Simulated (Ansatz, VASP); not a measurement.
# Cross-check of SnO2 (amorphous SnO2) between VASP and Ansatz, part 3 of 3

One calculation is typed for both programs; each brings its own data sets. How far apart do they land? Of the first pair: The structure shown is the start of the Ansatz relaxation below; VASP solves that cell, so the two are compared at the walk's first step.

VASP 6.6.1 and Ansatz 0.2.0.

So far. Step 3 (VASP: single point, PBE, start cell, pair 1): The run ends at a pressure of 1.65 GPa, with forces up to 0.69 eV/Å.

## Step 6: VASP: single point, PBE, relaxed cell, pair 2

Level of this step: PBE, spin-polarised from a ferromagnetic start; plane waves and PAW (Sn_d, O) (VASP).

The same cell, functional, mesh and smearing now go to VASP, with its own data sets.

Contents of INCAR:

```
SYSTEM = SnO2
PREC = Accurate
ENCUT = 520
EDIFF = 1E-06
NELM = 200
ISMEAR = -1
SIGMA = 0.01
LREAL = Auto
ALGO = Normal
GGA = PE
NELECT = 623
NBANDS = 368
ISPIN = 2
MAGMOM = 0 -0 -0 -0 0 -0 -0 0 -0 -0 -0 -0 -0 0 0 -0 -0 -0 -0 0 -0 -0 -0 -0 -0 -0 0 0 -0 0 0.01 -0 0 0.44 0 0 0.01 0 -0 -0 0 0.38 0 0 -0 -0 -0 0.02 0 -0 -0 0 -0 0.05 0 -0 0 0 0 0 0 0.01 0 -0 0 0 -0 0 -0 0 0 -0
LORBIT = 11
LWAVE = .FALSE.
LCHARG = .FALSE.
ISIF = 2
LASPH = .TRUE.
GGA_COMPAT = .FALSE.
NCORE = 2
```

Contents of POSCAR:

```
SnO2
1.0
    9.8508900000      0.0000000000      0.0000000000
    0.0000000000      9.8508900000      0.0000000000
    0.0000000000      0.0000000000      9.8508900000
Sn O
24 48
Direct
    0.7206400000      0.6762100000      0.3297100000
    0.0528400000      0.2261200000      0.4220600000
    0.5195500000      0.1824400000      0.0818500000
    0.7664800000      0.4654300000      0.5730900000
    0.2369400000      0.6994500000      0.3559600000
    0.4685100000      0.6964700000      0.5937400000
    0.9904000000      0.2212200000      0.9534800000
    0.2079600000      0.4806500000      0.7520300000
    0.2199300000      0.0490900000      0.1884600000
    0.5840200000      0.9845700000      0.4880500000
    0.8174300000      0.0206200000      0.2387000000
    0.9860500000      0.7295700000      0.1165000000
    0.8239500000      0.5409300000      0.9344200000
    0.9908700000      0.6935000000      0.6348500000
    0.2430400000      0.8038300000      0.8850100000
    0.3801000000      0.2795100000      0.4408000000
    0.4907600000      0.8668900000      0.1344700000
    0.2050700000      0.9808600000      0.5958200000
    0.4633700000      0.5490500000      0.0539900000
    0.1261600000      0.4348000000      0.1801000000
    0.7937200000      0.9403700000      0.8869200000
    0.8255800000      0.1420700000      0.6273800000
    0.5231900000      0.3756800000      0.7770100000
    0.7584200000      0.3781500000      0.2090700000
    0.8643200000      0.5521900000      0.7371400000
    0.6033000000      0.9537800000      0.2819400000
    0.3737200000      0.0210100000      0.0498300000
    0.3568900000      0.3550700000      0.6398600000
    0.6392200000      0.9679300000      0.0201300000
    0.3817700000      0.1915400000      0.2424800000
    0.8426200000      0.7513500000      0.9659100000
    0.6992600000      0.1842000000      0.2011700000
    0.3570700000      0.4445800000      0.9002000000
    0.8939600000      0.8653600000      0.7116300000
    0.6182300000      0.5284400000      0.9117700000
    0.4091900000      0.9031100000      0.5748600000
    0.5472600000      0.1853400000      0.4996900000
    0.0758300000      0.3348200000      0.8091800000
    0.8296100000      0.3440800000      0.0035800000
    0.8577500000      0.8208400000      0.2550600000
    0.5533800000      0.3843100000      0.1399800000
    0.6848500000      0.9901700000      0.6914200000
    0.3352700000      0.6730300000      0.7401200000
    0.0378800000      0.0600200000      0.2924500000
    0.1382600000      0.8590200000      0.0643200000
    0.8597700000      0.6305100000      0.4833700000
    0.3837500000      0.5998000000      0.4397400000
    0.5282700000      0.2048900000      0.8846000000
    0.1298200000      0.8097200000      0.5100200000
    0.2511900000      0.1178700000      0.4545900000
    0.1525400000      0.2362900000      0.0829200000
    0.7047900000      0.3079900000      0.6939000000
    0.9108300000      0.0329800000      0.0510000000
    0.0937100000      0.6799200000      0.8220400000
    0.3167600000      0.8735800000      0.2757700000
    0.7868100000      0.0415400000      0.4469400000
    0.8794100000      0.1179800000      0.8202400000
    0.2121400000      0.9796500000      0.7950100000
    0.9578400000      0.3343800000      0.2587100000
    0.1137000000      0.5363100000      0.5819600000
    0.2936100000      0.5536200000      0.1723900000
    0.0306900000      0.5425300000      0.0247900000
    0.6768200000      0.4686400000      0.3804300000
    0.5811000000      0.5346100000      0.6438900000
    0.0656500000      0.6266300000      0.2813900000
    0.5575700000      0.6829600000      0.1968100000
    0.0311400000      0.0999300000      0.5858800000
    0.8053400000      0.5738800000      0.1605300000
    0.6294700000      0.7767200000      0.4902900000
    0.8908700000      0.3076500000      0.5176500000
    0.4114400000      0.7459400000      0.9863800000
    0.1991600000      0.3644400000      0.3705000000
```

Contents of KPOINTS:

```
Automatic mesh
0
Gamma
1 1 1
0 0 0
```

PAW data sets: Sn_d and O (PBE family, release 64).

Command:

```console
$ mpirun -np 8 vasp_gam
```

Numbers of over 12 decimals in the logs are rounded to 6 here.

Log:

```text
[... set-up lines as in an earlier step ...]
 entering main loop
       N       E                     dE             d eps       ncg     rms          rms(c)
DAV:   1     0.173818070340E+05    0.17382E+05   -0.24554E+05  1536   0.301E+03
DAV:   2     0.405197844703E+04   -0.13330E+05   -0.12756E+05  1472   0.955E+02
DAV:   3     0.124021808886E+03   -0.39280E+04   -0.36479E+04  1544   0.377E+02
DAV:   4    -0.475047811530E+03   -0.59907E+03   -0.57954E+03  1704   0.157E+02
DAV:   5    -0.510440894648E+03   -0.35393E+02   -0.34771E+02  1776   0.372E+01BRMIX: very serious problems
 the old and the new charge density differ
 old charge density:   624.00000 new  623.00000
    0.538E+01
DAV:   6    -0.433007355300E+03    0.77434E+02   -0.29358E+02  2224   0.783E+01    0.190E+01
DAV:   7    -0.435683017508E+03   -0.26757E+01   -0.42154E+01  1648   0.115E+01    0.119E+01
DAV:   8    -0.435402227213E+03    0.28079E+00   -0.61758E+00  2032   0.809E+00    0.411E+00
DAV:   9    -0.435178197572E+03    0.22403E+00   -0.11341E+00  2104   0.448E+00    0.126E+00
[...]
DAV:  17    -0.435207913977E+03   -0.19022E-04   -0.31795E-05  1640   0.220E-02    0.987E-03
DAV:  18    -0.435207919808E+03   -0.58313E-05   -0.13841E-05  1832   0.136E-02    0.594E-03
DAV:  19    -0.435207919848E+03   -0.40585E-07   -0.50608E-06  1496   0.847E-03
   1 F= -.43520792E+03 E0= -.43520792E+03  d E =-.142951E-06  mag=     1.0000
```

From OUTCAR (step 6):

```text
  FREE ENERGIE OF THE ION-ELECTRON SYSTEM (eV)
  ---------------------------------------------------
  free  energy   TOTEN  =      -435.2079198484 eV

  energy  without entropy=     -435.2079197054  energy(sigma->0) =     -435.20791978

 magnetization (x)
# of ion       s       p       d       tot
------------------------------------------
    1        0.000  -0.000   0.000   0.000
    2       -0.000  -0.000  -0.000  -0.000
    3       -0.001   0.000   0.000  -0.000
    4       -0.000  -0.000   0.000  -0.000
    5        0.000   0.000  -0.000   0.000
    6       -0.000  -0.000   0.000  -0.000
    7       -0.000  -0.000  -0.000  -0.001
    8       -0.001  -0.000   0.001  -0.000
    9       -0.000  -0.000  -0.000  -0.000
   10       -0.001  -0.002  -0.000  -0.004
   11       -0.000  -0.000  -0.000  -0.001
   12       -0.000  -0.000  -0.000  -0.001
   13        0.000  -0.000  -0.000  -0.000
[...]
--------------------------------------------------
tot          0.000   0.825   0.003   0.828
```

The run ends at a pressure of 1.27 GPa, with forces up to 0.096 eV/Å.

## Step 7: Differences

What differs besides the data sets and the points named for the pairs above, as far as they apply: site moments are counted in spheres of each program's own size. Total energies have different zeros and are not compared.

Compared:

```
          quantity  Ansatz  VASP  difference
 total moment (μB)    1.00  1.00        0.00
moment on O34 (μB)    0.44  0.40       +0.04
moment on O42 (μB)    0.38  0.34       +0.03
moment on O54 (μB)    0.05  0.05        0.00
```

Forces on 7 of the 72 atoms, those with the largest forces and the largest differences (eV/Å; atoms numbered as in POSCAR):

```
atom          Ansatz x, y, z            VASP x, y, z
Sn16    0.010, -0.002, 0.004    0.028, 0.075, -0.018
 O27  -0.007, -0.004, -0.001  -0.012, -0.010, -0.051
 O43   -0.019, -0.003, 0.019   -0.039, -0.018, 0.046
 O47  -0.004, -0.001, -0.005   0.021, -0.063, -0.024
 O58   0.002, -0.004, -0.001    -0.001, 0.049, 0.032
 O60  -0.001, -0.001, -0.007   0.012, -0.027, -0.091
 O68   0.000, -0.012, -0.014    0.026, 0.018, -0.049
```

The forces differ by 20 meV/Å r.m.s., which is 89.1 % of the r.m.s. force of 0.023 eV/Å (both taken over all components). The cell carries a charge of +1 e against a uniform background, so its pressure also hangs on how the neutralising background is counted, and in a defect's cell a gap may be the spacing between its levels.

## Step 8: Outcome

- r.m.s. force difference (single point, PBE, start cell, pair 1): 20 meV/Å
- r.m.s. force difference (single point, PBE, relaxed cell, pair 2): 20 meV/Å

The r.m.s. force difference is 20 meV/Å (single point, PBE, relaxed cell, pair 2), beyond the 12 meV/Å picked in this series as the mark of a large difference. What causes the difference of the single point, PBE, start cell, pair 1 pair stays open here. What causes the difference of the single point, PBE, relaxed cell, pair 2 pair stays open here. Such differences can come from data sets, numerical settings and the points named under the comparisons, not from the functional's error against experiment.

[Lines on the potential files, build, host, timing and source positions are cut from VASP's logs without a mark.]

[Logs are printed without paths, hosts, clocks, repeated set-up lines and the standing remarks that a program may print on its own settings, such as how far it seeks lower states.]

[Hosts, paths, dates, database ids (printed as entryN), source tags and the programs' standing remarks are cut or masked in the printed files.]
